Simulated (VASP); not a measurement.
Consider the following.

```
CELL_PARAMETERS angstrom
      4.66120     0.00000     0.00000
     -2.33060     4.03672     0.00000
      0.00000     0.00000    10.39720
ATOMIC_POSITIONS crystal
  Hg 0.68602 0.00000 0.66667
  Hg 0.00000 0.68602 0.33333
  Hg 0.31398 0.31398 0.00000
  Te 0.51445 0.00000 0.16667
  Te 0.00000 0.51445 0.83333
  Te 0.48555 0.48555 0.50000
```

Calculation: r2SCAN meta-GGA, VASP's PBE PAW potentials (set 64) (plane waves; VASP 6.6.1). Run with 400 eV cut-off, 6×6×3 Γ-centred mesh, tetrahedra with Blöchl corrections, potentials Hg Te.

Unless said otherwise, spin-orbit coupling is left out, though it shifts the bands of the heavy elements here.

Task: What does the run give for the energy per atom (σ→0), band gap (over mesh and band path) with the smallest direct gap where there is one?

Result: 
```
Item                                                    Result
---------------------------------------------  ---------------
band gap (over mesh and band path)                     0.87 eV
smallest direct gap (over mesh and band path)          1.05 eV
energy per atom (σ→0)                          -37.544 eV/atom
```

The structure was generated: HgTe was put into the cinnabar type (P3_221), which need not be its known phase. It was relaxed first, which changed the volume by -5 %.
